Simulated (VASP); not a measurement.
AgI (wurtzite): the bulk modulus from VASP (plane waves, PAW) at several levels of theory. Static lattice, third-order Birch-Murnaghan fit over five volumes.

| level | bulk modulus (GPa) |
|---|---|
| RPBE | 19.3 |
| AM05 | 30.2 |
| PBE-D3(BJ) | 31.4 |
| PBE-D4 | 31.7 |
| optB88-vdW | 29.4 |
| rev-vdW-DF2 | 30.0 |

The cell of the RPBE run:

```
CELL_PARAMETERS angstrom
      2.40061    -4.15798     0.00000
      2.40061     4.15798     0.00000
      0.00000     0.00000     7.84744
ATOMIC_POSITIONS crystal
  Ag 0.66667 0.33333 0.50015
  Ag 0.33333 0.66667 0.00015
  I  0.66667 0.33333 0.87485
  I  0.33333 0.66667 0.37485
```

Only levels that ran to the end are used. Left out are those held back, those with too coarse a band path, GW runs whose mesh misses a band edge, hybrids' fits of cells that aren't cubic and levels without matching references; a question may draw on a part of the rest.

The compound is AgI in the wurtzite structure.
